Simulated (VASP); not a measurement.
Data:

```xyz
3
Lattice="0.0000 2.8190 2.8190 2.8190 0.0000 2.8190 2.8190 2.8190 0.0000" Properties=species:S:1:pos:R:3 pbc="T T T"
Li     1.4095     1.4095     1.4095
Li     4.2285     4.2285     4.2285
S      5.6380     2.8190     2.8190
```

Method: MS2 meta-GGA, VASP's PBE PAW potentials (set 64) (plane waves; VASP). Numerical set-up: 520 eV cut-off, 8×8×8 Γ-centred mesh, tetrahedra with Blöchl corrections, potentials Li_sv S.

### Question
Give the energies of bands 4 to 9 at the high-symmetry points, in eV from the valence-band maximum.

### Answer

| band | Γ | X | U | L | W |
|---|---|---|---|---|---|
| 4 | 0.00 | -2.23 | -2.13 | -2.97 | -1.89 |
| 5 | 0.00 | -1.47 | -2.03 | -0.53 | -1.89 |
| 6 | 0.00 | -1.47 | -1.19 | -0.53 | -1.81 |
| 7 | 5.16 | 3.85 | 5.10 | 7.03 | 5.95 |
| 8 | 6.90 | 7.81 | 8.82 | 7.21 | 8.19 |
| 9 | 6.90 | 12.18 | 10.43 | 7.21 | 9.73 |

The gap is indirect, 3.85 eV, from the valence maximum at Γ to the conduction minimum at X.

The compound is Li2S in the antifluorite structure. It was relaxed first.
